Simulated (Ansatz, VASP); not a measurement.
## Cross-check of H2CClF between VASP and Ansatz

One calculation is typed for both programs; each brings its own data sets. How far apart do they land? The cell is taken from a series of runs on this material, whose earlier steps may have relaxed, scaled, displaced or heated it; both programs get it as it stands.

Program: Ansatz 0.2.0. Level of theory: plane waves, with VASP 6.6.1 beside it; G0W0 gap at PBE. Results are calculated unless marked as measured.

## (1) Starting point

Symmetry: P2_1, No. 4, monoclinic system. Conventional cell: a = 5.021 Å, b = 4.148 Å, c = 6.768 Å, α = 90.00°, β = 108.21°, γ = 90.00°. Nearest to H lie 1 C at 1.09 Å. Nearest to C lie 2 H at 1.09 Å and 1 F at 1.38 Å and 1 Cl at 1.79 Å. Nearest to Cl lie 1 C at 1.79 Å. F has 1 C at 1.38 Å nearest. Farther neighbours and most contacts between anions are not listed.

As a file:

```xyz
10
Lattice="5.0206 0.0000 0.0000 0.0000 4.1477 0.0000 -2.1143 0.0000 6.4288" Properties=species:S:1:pos:R:3 pbc="T T T"
H     1.1044    1.6235    0.9988
H     1.8019    3.6974    5.4301
H     2.2934    0.4477    1.7414
H     0.6129    2.5215    4.6875
C     1.3271    0.5838    1.2489
C     1.5792    2.6577    5.1799
Cl    0.0572    0.0105    2.3680
Cl    2.8490    2.0843    4.0608
F     1.2965    3.9729    0.0964
F     1.6098    1.8991    6.3324
```

## (2) VASP: G0W0 gap, PBE

Quasiparticle shifts depend on high empty states and on the cores, so they are the hardest test of two PAW sets.

Lines of VASP's logs that name or quote its potential files are left out, and so is its time.

The run reads the wave functions of an earlier VASP run, which isn't shown here.

INCAR reads:

```
SYSTEM = H2CClF
PREC = Accurate
ENCUT = 520
ISMEAR = 0
SIGMA = 0.01
LREAL = .FALSE.
GGA = PE
NBANDS = 305
ALGO = EVGW0
NELMGW = 1
ENCUTGW = 96
NOMEGA = 64
PRECFOCK = Fast
NBANDSGW = 28
LWAVE = .FALSE.
LCHARG = .FALSE.
```

POSCAR reads:

```
H2CClF
1.0
    5.0206000000      0.0000000000      0.0000000000
    0.0000000000      4.1477000000      0.0000000000
   -2.1143188253      0.0000000000      6.4288463713
H C Cl F
4 2 2 2
Direct
    0.2853907074      0.3914333251      0.1553547444
    0.7146092926      0.8914333251      0.8446452556
    0.5708661695      0.1079278767      0.2708692269
    0.4291338305      0.6079278767      0.7291307731
    0.3461441783      0.1407585261      0.1942650717
    0.6538558217      0.6407585261      0.8057349283
    0.1665216804      0.0025228448      0.3683413112
    0.8334783196      0.5025228448      0.6316586888
    0.2645503672      0.9578574273      0.0149998989
    0.7354496328      0.4578574273      0.9850001011
```

KPOINTS reads:

```
Automatic mesh
0
Gamma
2 2 2
0 0 0
```

Potentials, in the order of the species: H_GW, C_GW, Cl_GW and F_GW (PBE family, release 64).

The run is started by

```bash
$ export OMP_NUM_THREADS=6
$ mpirun -np 1 vasp_std
```

Numbers of over 12 decimals in the logs are rounded to 6 here.

Output:

```text
[banner, memory and clock lines left out]
running    1 mpi-ranks, on    1 nodes
 distrk:  each k-point on    1 cores,    1 groups
 distr:  one band on    1 cores,    1 groups
 Offloading initialized ...    1 GPUs detected
 POSCAR found type information on POSCAR H C ClF
 POSCAR found :  4 types and      10 ions
|                                                                             |
|           W    W    AA    RRRRR   N    N  II  N    N   GGGG   !!!           |
|           W    W   A  A   R    R  NN   N  II  NN   N  G    G  !!!           |
|           W    W  A    A  R    R  N N  N  II  N N  N  G       !!!           |
|           W WW W  AAAAAA  RRRRR   N  N N  II  N  N N  G  GGG   !            |
|           WW  WW  A    A  R   R   N   NN  II  N   NN  G    G                |
|           W    W  A    A  R    R  N    N  II  N    N   GGGG   !!!           |
|                                                                             |
|     The default for ENCUTGWSOFT is different in this version of VASP.       |
|     please manually set ENCUTGWSOFT =96 in the INCAR file.                  |
|                                                                             |

 LDA part: xc-table for (Slater+PW92), standard interpolation
 found WAVECAR, reading the header
 POSCAR, INCAR and KPOINTS ok, starting setup
 FFT: planning ... GRIDC
 FFT: planning ... GRID_SOFT
 FFT: planning ... GRID
 reading WAVECAR
 the WAVECAR file was read successfully
 initial charge from wavefunction
 available memory per node:   1595.95 GB, setting MAXMEM to   1634248

 The Fermi energy was updated, please check that it is located mid-gap
 values below the HOMO (VB) or above the LUMO (CB) will cause erroneous energies
 E-fermi :   1.1809

 calculate exact exchange contribution
 the WAVEDER file was read successfully
energies w=
    0.000    0.000    0.617    0.000    1.233    0.000    1.846    0.000
    2.455    0.000    3.059    0.000    3.657    0.000    4.248    0.000
    4.832    0.000    5.407    0.000    5.976    0.000    6.536    0.000
    7.088    0.000    7.633    0.000    8.171    0.000    8.703    0.000
    9.230    0.000    9.751    0.000   10.269    0.000   10.784    0.000
   11.296    0.000   11.808    0.000   12.320    0.000   12.833    0.000
   13.349    0.000   13.868    0.000   14.393    0.000   14.925    0.000
   15.465    0.000   16.015    0.000   16.577    0.000   17.153    0.000
   17.746    0.000   18.357    0.000   18.989    0.000   19.646    0.000
   20.331    0.000   21.048    0.000   21.801    0.000   22.595    0.000
   23.437    0.000   24.333    0.000   25.290    0.000   26.319    0.000
   27.430    0.000   28.638    0.000   29.957    0.000   31.407    0.000
   33.013    0.000   34.804    0.000   36.818    0.000   39.103    0.000
   41.721    0.000   44.753    0.000   48.310    0.000   52.543    0.000
   57.667    0.000   63.996    0.000   72.007    0.000   82.467    0.000
   96.684    0.000  117.094    0.000  148.810    0.000  204.682    0.000
 responsefunction array rank=     299
 LDA part: xc-table for (Slater+PW92), standard interpolation

 min. memory requirement per mpi rank    471.2 MB, per node    471.2 MB

 allocating  64 responsefunctions rank=   299
 shmem allocating  64 responsefunctions rank=   299
 response function shared by NCSHMEM nodes    1
 Doing            64  frequencies on each core in blocks of            64
NQ=   1    0.0000    0.0000    0.0000,
|.........|.........|.........|.........|.........|.........|.........|.........
 performed        227000 updates of chi_q(r,r)
 total number of BLAS operations        162.95 Gflops
NQ=   2    0.5000    0.0000    0.0000,
|.........|.........|.........|.........|.........|.........|.........|.........
 performed        454000 updates of chi_q(r,r)
 total number of BLAS operations        316.24 Gflops
NQ=   3    0.0000    0.5000    0.0000,
|.........|.........|.........|.........|.........|.........|.........|.........
 performed        681000 updates of chi_q(r,r)
 total number of BLAS operations        461.19 Gflops
NQ=   4    0.5000    0.5000    0.0000,
|.........|.........|.........|.........|.........|.........|.........|.........
 performed        908000 updates of chi_q(r,r)
 total number of BLAS operations        616.61 Gflops
NQ=   5    0.0000    0.0000    0.5000,
|.........|.........|.........|.........|.........|.........|.........|.........
 performed       1135000 updates of chi_q(r,r)
 total number of BLAS operations        755.45 Gflops
NQ=   6    0.5000    0.0000    0.5000,
|.........|.........|.........|.........|.........|.........|.........|.........
 performed       1362000 updates of chi_q(r,r)
 total number of BLAS operations        910.87 Gflops
NQ=   7    0.0000    0.5000    0.5000,
|.........|.........|.........|.........|.........|.........|.........|.........
 performed       1589000 updates of chi_q(r,r)
 total number of BLAS operations       1057.88 Gflops
NQ=   8    0.5000    0.5000    0.5000,
|.........|.........|.........|.........|.........|.........|.........|.........
 performed       1816000 updates of chi_q(r,r)
 total number of BLAS operations       1204.89 Gflops
 resolving degeneracies of screened two electron integrals

 calculate QP shifts <psi_nk| G(iteration)W_0 |psi_nk>: iteration 1
 entering main loop
```

From OUTCAR (step 2):

```text
ion  position               nearest neighbor table
   1  0.285  0.391  0.155-   5 1.09
   2  0.715  0.891  0.845-   6 1.09
   3  0.571  0.108  0.271-   5 1.09
   4  0.429  0.608  0.729-   6 1.09
   5  0.346  0.141  0.194-   1 1.09   3 1.09   9 1.38   7 1.79
   6  0.654  0.641  0.806-   2 1.09   4 1.09  10 1.38   8 1.79
   7  0.167  0.003  0.368-   5 1.79
   8  0.833  0.503  0.632-   6 1.79
   9  0.265  0.958  0.015-   5 1.38
  10  0.735  0.458  0.985-   6 1.38

  LATTYP: Found a simple monoclinic cell.
 ALAT       =     5.0206000000
 B/A-ratio  =     0.8261363184
 C/A-ratio  =     1.3479663785
 COS(beta)  =    -0.3124178180

 Subroutine GETGRP returns: Found  2 space group operations
 (whereof  1 operations were pure point group operations)

The static configuration has the point symmetry C_1 .
 The point group associated with its full space group is C_2 .

 Found      8 irreducible k-points:

   k-points           NKPTS =      8   k-points in BZ     NKDIM =      8   number of bands    NBANDS=    305

   dimension x,y,z NGX =    40 NGY =   32 NGZ =   50
   dimension x,y,z NGXF=    80 NGYF=   64 NGZF=  100

   ENCUT  =  520.0 eV  38.22 Ry    6.18 a.u.   9.33  7.71 12.58*2*pi/ulx,y,z

   NELECT =      40.0000    total number of electrons

  energy-cutoff  :      520.00
  volume of cell :      133.87
      direct lattice vectors                 reciprocal lattice vectors
     5.020600000  0.000000000  0.000000000     0.199179381 -0.000000000  0.065506110
     0.000000000  4.147700000  0.000000000     0.000000000  0.241097476 -0.000000000
    -2.114318825  0.000000000  6.428846371     0.000000000  0.000000000  0.155548903

 k-points in reciprocal lattice and weights: Automatic mesh
   0.00000000  0.00000000  0.00000000       0.125
   0.50000000  0.00000000  0.00000000       0.125
   0.00000000  0.50000000  0.00000000       0.125
   0.50000000  0.50000000  0.00000000       0.125
   0.00000000  0.00000000  0.50000000       0.125
   0.50000000  0.00000000  0.50000000       0.125
   0.00000000  0.50000000  0.50000000       0.125
   0.50000000  0.50000000  0.50000000       0.125

 E-fermi :   1.1809

 QP shifts <psi_nk| G(iteration)W_0 |psi_nk>: iteration 1
 for sc-GW calculations column KS-energies equals QP-energies in previous step
 and V_xc(KS)=  KS-energies - (<T + V_ion + V_H > + <T+V_H+V_ion>^1  + <V_x>^1)
 k-point   1 :       0.0000    0.0000    0.0000
  band No.  KS-energies  QP-energies   sigma(KS)   V_xc(KS)     V^pw_x(r,r')   Z            occupation Imag(sigma)
    ...
     17      -2.5759      -4.6566     -17.2491     -14.6807     -19.5642       0.8101       2.0000       0.0557
     18      -2.5491      -4.5949     -17.4003     -14.8679     -19.8016       0.8079       2.0000       0.0574
     19      -2.5274      -4.6478     -16.6226     -13.9966     -18.8792       0.8075       2.0000       0.0569
     20      -2.0601      -4.1096     -17.0292     -14.5054     -19.2222       0.8121       2.0000       0.0517
     21       4.5275       6.5973     -10.4930     -12.9826      -7.2671       0.8314       0.0000      -0.0560
     22       4.7641       6.8925     -10.5172     -13.0814      -7.2088       0.8300       0.0000      -0.0586
     23       5.2699       6.6362      -8.1612      -9.7619      -5.0268       0.8536       0.0000      -0.0552
     24       6.3859       8.3452     -10.2809     -12.6201      -6.9093       0.8376       0.0000      -0.0638
    ...

 k-point   2 :       0.5000    0.0000    0.0000
  band No.  KS-energies  QP-energies   sigma(KS)   V_xc(KS)     V^pw_x(r,r')   Z            occupation Imag(sigma)
    ...
     17      -2.5115      -4.5463     -17.5290     -15.0100     -19.9209       0.8078       2.0000       0.0570
     18      -2.3780      -4.3972     -17.3474     -14.8488     -19.6633       0.8081       2.0000       0.0551
     19      -1.9983      -4.0576     -17.4598     -14.9303     -19.7229       0.8141       2.0000       0.0518
     20      -1.8573      -3.8911     -17.2561     -14.7545     -19.4553       0.8130       2.0000       0.0525
     21       4.1716       6.1817     -10.3347     -12.7503      -7.0742       0.8321       0.0000      -0.0553
     22       4.8954       6.9855     -10.3260     -12.8380      -7.0589       0.8321       0.0000      -0.0590
     23       5.2099       6.7833      -8.6940     -10.5374      -5.4818       0.8535       0.0000      -0.0566
     24       6.1786       8.1317      -9.9810     -12.3010      -6.5401       0.8419       0.0000      -0.0636
    ...

 k-point   3 :       0.0000    0.5000    0.0000
  band No.  KS-energies  QP-energies   sigma(KS)   V_xc(KS)     V^pw_x(r,r')   Z            occupation Imag(sigma)
    ...
     17      -2.6309      -4.6910     -17.5048     -14.9547     -19.9177       0.8078       2.0000       0.0574
     18      -2.6309      -4.6910     -17.5048     -14.9547     -19.9177       0.8078       2.0000       0.0574
     19      -2.1390      -4.2175     -17.7410     -15.1840     -20.1171       0.8129       2.0000       0.0531
     20      -2.1390      -4.2175     -17.7410     -15.1840     -20.1171       0.8129       2.0000       0.0531
     21       4.6099       6.7324     -10.6836     -13.2398      -7.4245       0.8303       0.0000      -0.0566
     22       4.6099       6.7324     -10.6836     -13.2398      -7.4245       0.8303       0.0000      -0.0566
     23       6.1242       8.0899     -10.0035     -12.3449      -6.5820       0.8395       0.0000      -0.0637
     24       6.1242       8.0899     -10.0035     -12.3449      -6.5820       0.8395       0.0000      -0.0637
    ...

 k-point   4 :       0.5000    0.5000    0.0000
  band No.  KS-energies  QP-energies   sigma(KS)   V_xc(KS)     V^pw_x(r,r')   Z            occupation Imag(sigma)
    ...
     17      -2.6506      -4.7042     -17.1529     -14.6122     -19.4511       0.8083       2.0000       0.0558
     18      -2.6506      -4.7042     -17.1529     -14.6122     -19.4511       0.8083       2.0000       0.0558
     19      -1.8098      -3.8530     -17.8868     -15.3810     -20.2279       0.8154       2.0000       0.0521
     20      -1.8098      -3.8530     -17.8868     -15.3810     -20.2279       0.8154       2.0000       0.0521
     21       4.7164       6.9163     -10.9739     -13.6374      -7.6609       0.8259       0.0000      -0.0581
     22       4.7164       6.9163     -10.9739     -13.6374      -7.6609       0.8259       0.0000      -0.0581
     23       5.7410       7.4051      -9.0124     -10.9688      -5.7739       0.8506       0.0000      -0.0589
     24       5.7410       7.4051      -9.0124     -10.9688      -5.7739       0.8506       0.0000      -0.0589
    ...

[... 4 further parts left out ...]
```

(Part 1 of 2 ends here.)

[Lines on the potential files, build, host, timing and source positions are cut from VASP's logs without a mark.]

[Logs are printed without paths, hosts, clocks, repeated set-up lines and the standing remarks that a program may print on its own settings, such as how far it seeks lower states.]

[Hosts, paths, dates, database ids (printed as entryN), source tags and the programs' standing remarks are cut or masked in the printed files.]
